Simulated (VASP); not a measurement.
Given:

```xyz
2
Lattice="0.0000 2.3150 2.3150 2.3150 0.0000 2.3150 2.3150 2.3150 0.0000" Properties=species:S:1:pos:R:3 pbc="T T T"
Na     0.0000     0.0000     0.0000
F      2.3150     2.3150     2.3150
```

Calculation: PBEsol GGA, VASP's PBE PAW potentials (set 64) (plane waves; VASP). Run with 620 eV cut-off, 10×10×10 Γ-centred mesh, Gaussian smearing of 0.050 eV, potentials Na_pv F.

Predict the energy per atom (σ→0), band gap (on the k-mesh) with the smallest direct gap where there is one.

```json
{
 "band gap (on the k-mesh)": "6.18 eV",
 "smallest direct gap (on the k-mesh)": "6.18 eV",
 "energy per atom (σ→0)": "-4.386 eV/atom"
}
```

Only differences to runs with the same potentials and settings are physical.

The compound is NaF in the rock salt structure. The cell was not relaxed at this level.
